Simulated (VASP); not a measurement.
Shape and ions are relaxed at each volume.

Energy against volume of La (dhcp). Method: RPBE GGA, VASP's PBE PAW potentials (set 64) (plane waves; VASP).

```csv
V (Å³/atom),E (eV/atom)
36.693,-4.53381
37.864,-4.54324
39.035,-4.54684
40.206,-4.54526
41.377,-4.53898
```

Question: Fit a third-order Birch-Murnaghan equation of state.

Answer: 
```json
{
 "volume_per_atom": "39.24 Å³/atom",
 "bulk_modulus": "23.4 GPa",
 "pressure_derivative_of_the_bulk_modulus": "2.64"
}
```

Measured: bulk modulus 27.9 GPa (computed value off by -16.0 %), as given by Wikipedia, Lanthanum (infobox). The calculation is for a static lattice, while the measured bulk modulus holds thermal and zero-point effects, which are part of the difference.

The compound is La in the dhcp structure. It was relaxed first.
